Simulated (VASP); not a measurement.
Computed with r2SCAN meta-GGA, VASP's PBE PAW potentials (set 64) (plane waves; VASP).

A VASP calculation is set up with these files.

File KPOINTS:
```
Automatic mesh
0
Gamma
14 14 7
0 0 0
```

### POSCAR
```
Pd
1
    2.7438920054     0.0000000026     0.0000000000
   -1.3719464982     2.3762805265     0.0000000000
   -0.0000000000     0.0000000000     4.6050560935
Pd
2
Direct
  0.3333330000   0.6666670000   0.2500000000
  0.6666670000   0.3333330000   0.7500000000
```

### INCAR
```
ALGO  =  Normal
EDIFF  =  1E-6
EDIFFG  =  -0.01
ENCUT  =  400
IBRION  =  2
ISIF  =  3
ISMEAR  =  1
LASPH  =  .TRUE.
LCHARG  =  .FALSE.
LMAXMIX  =  4
LMIXTAU  =  .TRUE.
LREAL  =  .FALSE.
LWAVE  =  .FALSE.
METAGGA  =  R2SCAN
NELM  =  100
NSW  =  60
PREC  =  Accurate
SIGMA  =  0.1
SYSTEM  =  Pd
```

POTCAR, in this order: Pd (PBE.64 set). Program: vasp_std.

What will the output report for the number of irreducible k-points (NKPTS), number of bands (NBANDS), largest plane-wave count, number of space-group operations, FFT grid (NGX, NGY, NGZ)?

| Property | Result |
|---|---|
| number of irreducible k-points (NKPTS) | 96 |
| number of bands (NBANDS) | 14 |
| largest plane-wave count | 567 |
| number of space-group operations | 24 |
| FFT grid (NGX, NGY, NGZ) | 18 × 18 × 30 |

The structure was generated: Pd was put into the hcp type (P6_3/mmc), which need not be its known phase. This run relaxes it. Symmetry was kept, so distortions that lower it aren't found. The start is the result of an earlier pass.
